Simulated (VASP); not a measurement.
All values below come from PBE GGA, VASP's PBE PAW potentials (set 64) (plane waves; VASP).

VASP ran on this input.

### POSCAR
```
LiH
1
    0.0000000000     2.0427670000     2.0427670000
    2.0427670000     0.0000000000     2.0427670000
    2.0427670000     2.0427670000     0.0000000000
Li H
1 1
Direct
  0.0000000000   0.0000000000   0.0000000000
  0.5000000000   0.5000000000   0.5000000000
```

**INCAR**
```
# general
SYSTEM=LiH
PREC  =Accurate
ENCUT =400
LREAL =.FALSE.   # projection in real space or not
LASPH =.TRUE.

# electronic loop
EDIFF =1E-6   # SCF stop (eV)
NELM  =100   # most electronic steps
ALGO  =Normal   # blocked Davidson

# smearing
ISMEAR=0   # Gaussian
SIGMA =0.01

# functional
GGA   =PE   # PBE

# ions
ISIF  =2   # forces and stress, cell fixed

# output
LWAVE =.FALSE.
LCHARG=.FALSE.
```

**KPOINTS**
```
K-points
0
G
14 14 14
```

POTCAR, in this order: Li_sv H (PBE.64 set). Program: vasp_std.

Output of the run:

File OUTCAR:
```
 ion  position               nearest neighbor table
   1  0.000  0.000  0.000-
   2  0.500  0.500  0.500-
  LATTYP: Found a face centered cubic cell.
 ALAT       =     4.0855340000
 Subroutine PRICEL returns:
 Original cell was already a primitive cell.
 Subroutine GETGRP returns: Found 48 space group operations
The static configuration has the point symmetry O_h .
The dynamic configuration has the point symmetry O_h .
 Subroutine INISYM returns: Found 48 space group operations
 Subroutine IBZKPT returns following result:
 Found    104 irreducible k-points:

 Following reciprocal coordinates:
            Coordinates               Weight
  0.000000  0.000000  0.000000      1.000000
  0.071429  0.000000  0.000000      8.000000
  0.142857  0.000000  0.000000      8.000000
  0.214286  0.000000  0.000000      8.000000
  0.285714  0.000000  0.000000      8.000000
  0.357143  0.000000  0.000000      8.000000
  0.428571  0.000000  0.000000      8.000000
  0.500000  0.000000  0.000000      4.000000
  0.071429  0.071429  0.000000      6.000000
  0.142857  0.071429  0.000000     24.000000
  0.214286  0.071429  0.000000     24.000000
  0.285714  0.071429  0.000000     24.000000
  0.357143  0.071429  0.000000     24.000000
  0.428571  0.071429  0.000000     24.000000
  0.500000  0.071429  0.000000     24.000000
 -0.428571  0.071429  0.000000     24.000000
 -0.357143  0.071429  0.000000     24.000000
 -0.285714  0.071429  0.000000     24.000000
 -0.214286  0.071429  0.000000     24.000000
 -0.142857  0.071429  0.000000     24.000000
 -0.071429  0.071429  0.000000     12.000000
  0.142857  0.142857  0.000000      6.000000
  0.214286  0.142857  0.000000     24.000000
  0.285714  0.142857  0.000000     24.000000
  0.357143  0.142857  0.000000     24.000000
  0.428571  0.142857  0.000000     24.000000
  0.500000  0.142857  0.000000     24.000000
 -0.428571  0.142857  0.000000     24.000000
 -0.357143  0.142857  0.000000     24.000000
 -0.285714  0.142857  0.000000     24.000000
 -0.214286  0.142857  0.000000     24.000000
 -0.142857  0.142857  0.000000     12.000000
  0.214286  0.214286  0.000000      6.000000
  0.285714  0.214286  0.000000     24.000000
  0.357143  0.214286  0.000000     24.000000
  0.428571  0.214286  0.000000     24.000000
  0.500000  0.214286  0.000000     24.000000
 -0.428571  0.214286  0.000000     24.000000
 -0.357143  0.214286  0.000000     24.000000
 -0.285714  0.214286  0.000000     24.000000
   k-points           NKPTS =    104   k-points in BZ     NKDIM =    104   number of bands    NBANDS=      6
   number of dos      NEDOS =    301   number of ions     NIONS =      2
   total plane-waves  NPLWV =   8000
   dimension x,y,z NGX =    20 NGY =   20 NGZ =   20
   dimension x,y,z NGXF=    40 NGYF=   40 NGZF=   40
   ions per type =               1   1
   PREC   = accura    normal or accurate (medium, high low for compatibility)
   ISTART =      0    job   : 0-new  1-cont  2-samecut
   ICHARG =      2    charge: 1-file 2-atom 10-const
   ISPIN  =      1    spin polarized calculation?
   LNONCOLLINEAR =      F non collinear calculations
   LSORBIT =      F    spin-orbit coupling
   INIWAV =      1    electr: 0-lowe 1-rand  2-diag
   ENCUT  =  400.0 eV  29.40 Ry    5.42 a.u.   4.71  4.71  4.71*2*pi/ulx,y,z
   NELM   =    100;   NELMIN=  2; NELMDL= -5     # of ELM steps
   EDIFF  = 0.1E-05   stopping-criterion for ELM
   LREAL  =      F    real-space projection
   NLSPLINE    = F    spline interpolate recip. space projectors
   LMAXMIX     =    2 max onsite mixed and CHGCAR
...
```

File OSZICAR:
```
       N       E                     dE             d eps       ncg     rms          rms(c)
DAV:   1    -0.250686281384E+01   -0.25069E+01   -0.11188E+03  1296   0.486E+02
DAV:   2    -0.634764093278E+01   -0.38408E+01   -0.38048E+01  1854   0.604E+01
DAV:   3    -0.639657847770E+01   -0.48938E-01   -0.48938E-01  1446   0.625E+00
DAV:   4    -0.639712278625E+01   -0.54431E-03   -0.54431E-03  1716   0.559E-01
DAV:   5    -0.639712601771E+01   -0.32315E-05   -0.32315E-05  1476   0.329E-02    0.291E+00
DAV:   6    -0.620701749065E+01    0.19011E+00   -0.16421E-01  1416   0.179E+00    0.146E+00
DAV:   7    -0.615027296312E+01    0.56745E-01   -0.20526E-01  1560   0.228E+00    0.221E-01
DAV:   8    -0.615245410607E+01   -0.21811E-02   -0.59163E-03  1446   0.661E-01    0.338E-02
DAV:   9    -0.615248838129E+01   -0.34275E-04   -0.17832E-04  1806   0.749E-02    0.122E-02
DAV:  10    -0.615248090085E+01    0.74804E-05   -0.62451E-06  1434   0.212E-02    0.224E-03
DAV:  11    -0.615248279604E+01   -0.18952E-05   -0.30167E-07   780   0.535E-03    0.731E-04
DAV:  12    -0.615248408454E+01   -0.12885E-05   -0.57412E-08   648   0.239E-03    0.299E-04
DAV:  13    -0.615248368322E+01    0.40132E-06   -0.93154E-09   642   0.110E-03
   1 F= -.61524837E+01 E0= -.61524837E+01  d E =-.108182-121
```

OUTCAR:
```
------------------------ aborting loop because EDIFF is reached ----------------------------------------
  FORCE on cell =-STRESS in cart. coord.  units (eV):
  Direction    XX          YY          ZZ          XY          YZ          ZX
  --------------------------------------------------------------------------------------
  Total       -0.5594687     -0.5594687     -0.5594687      0.0000000      0.0000000      0.0000000
  in kB      -52.5774898    -52.5774898    -52.5774898      0.0000000      0.0000000      0.0000000
  external PRESSURE =     -52.5774898 kB  Pullay stress =       0.0000000 kB
  volume of cell :       17.05
      direct lattice vectors                 reciprocal lattice vectors
     0.000000000  2.042767000  2.042767000    -0.244766045  0.244766045  0.244766045
     2.042767000  0.000000000  2.042767000     0.244766045 -0.244766045  0.244766045
     2.042767000  2.042767000  0.000000000     0.244766045  0.244766045 -0.244766045
  FREE ENERGIE OF THE ION-ELECTRON SYSTEM (eV)
  ---------------------------------------------------
  free  energy   TOTEN  =        -6.1524836832 eV

  energy  without entropy=       -6.1524836832  energy(sigma->0) =       -6.15248368
```
(Selected blocks of OUTCAR.)

File OUTCAR:
```
 val. band max:       -0.1265593986   @ k =   0.5000   0.5000   0.0000

 cond. band min:       2.8579210791   @ k =   0.5000   0.5000   0.0000


 Fermi energy:         0.0374042076

 k-point     1 :       0.0000    0.0000    0.0000
  band No.  band energies     occupation
      1     -44.5895      2.00000
      2      -5.3416      2.00000
      3      15.3054      0.00000
      4      17.1548      0.00000
      5      17.1548      0.00000
      6      17.1548      0.00000

 k-point     2 :       0.0714    0.0000    0.0000
  band No.  band energies     occupation
      1     -44.5871      2.00000
      2      -5.2342      2.00000
      3      14.6657      0.00000
      4      16.5539      0.00000
      5      16.9496      0.00000
      6      16.9496      0.00000

 k-point     3 :       0.1429    0.0000    0.0000
  band No.  band energies     occupation
      1     -44.5817      2.00000
      2      -4.9574      2.00000
      3      12.7726      0.00000
      4      15.6153      0.00000
      5      16.5223      0.00000
      6      16.5223      0.00000

 k-point     4 :       0.2143    0.0000    0.0000
  band No.  band energies     occupation
      1     -44.5744      2.00000
      2      -4.5406      2.00000
      3      10.4758      0.00000
      4      14.7674      0.00000
      5      16.1215      0.00000
      6      16.1215      0.00000

 k-point     5 :       0.2857    0.0000    0.0000
  band No.  band energies     occupation
      1     -44.5659      2.00000
      2      -3.9860      2.00000
      3       8.3397      0.00000
      4      14.0484      0.00000
      5      15.8608      0.00000
      6      15.8608      0.00000

 k-point     6 :       0.3571    0.0000    0.0000
  band No.  band energies     occupation
      1     -44.5585      2.00000
      2      -3.3772      2.00000
      3       6.5333      0.00000
      4      13.4947      0.00000
      5      15.7643      0.00000
      6      15.7643      0.00000
...
```

At this cut-off the stress carries a Pulay error, which pulls relaxed volumes low.

The structure comes from a computed database's LiH entry; how it stands against other phases isn't given here. The cell was not relaxed at this level.
